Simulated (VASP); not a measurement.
These are LDA (Ceperley-Alder, Perdew-Zunger), VASP's LDA PAW potentials (set 64) (plane waves; VASP) values and carry that method's errors.

The input files of a VASP run:

**KPOINTS**
```
Regular mesh
0
gamma
18 18 18
0 0 0
```

**POSCAR**
```
Cu
1
    0.0000000000     1.7598331985     1.7598331985
    1.7598331985     0.0000000000     1.7598331985
    1.7598331985     1.7598331985     0.0000000000
Cu
1
Direct
  0.0000000000   0.0000000000   0.0000000000
```

**INCAR**
```
SYSTEM = Cu
PREC = Accurate; ENCUT = 500; LREAL = F
LASPH = T
EDIFF = 1E-6; NELM = 100; ALGO = Normal
LMAXMIX = 4
ISMEAR = 1; SIGMA = 0.1
IBRION = 2; NSW = 40; ISIF = 3
EDIFFG = -0.02
LWAVE = F; LCHARG = F
```

POTCAR, in this order: Cu (LDA.64 set). Program: vasp_std.

What does the run give for the energy per atom (σ→0), volume per atom, band gap (on the k-mesh)?

| Property | Result |
|---|---|
| energy per atom (σ→0) | -4.707 eV/atom |
| band gap (on the k-mesh) | none (metal, semimetal or under 0.01 eV) |
| volume per atom | 10.93 Å^3/atom |

**OSZICAR**
```
...
   2 F= -.47071630E+01 E0= -.47071457E+01  d E =-.228807E-04
       N       E                     dE             d eps       ncg     rms          rms(c)
DAV:   1    -0.470885974430E+01   -0.16967E-02   -0.32270E-02  3677   0.479E+00    0.335E-01
DAV:   2    -0.470774743796E+01    0.11123E-02   -0.24277E-02  3670   0.370E+00    0.130E-01
DAV:   3    -0.470725111236E+01    0.49633E-03   -0.37499E-03  3644   0.149E+00    0.470E-02
DAV:   4    -0.470720403645E+01    0.47076E-04   -0.53482E-05  4653   0.953E-02    0.122E-03
DAV:   5    -0.470720408044E+01   -0.43986E-07   -0.24982E-07  2118   0.836E-03
   3 F= -.47072041E+01 E0= -.47071877E+01  d E =-.639145E-04
```

The compound is Cu in the fcc structure. This run relaxes it. Symmetry was kept, so distortions that lower it aren't found.
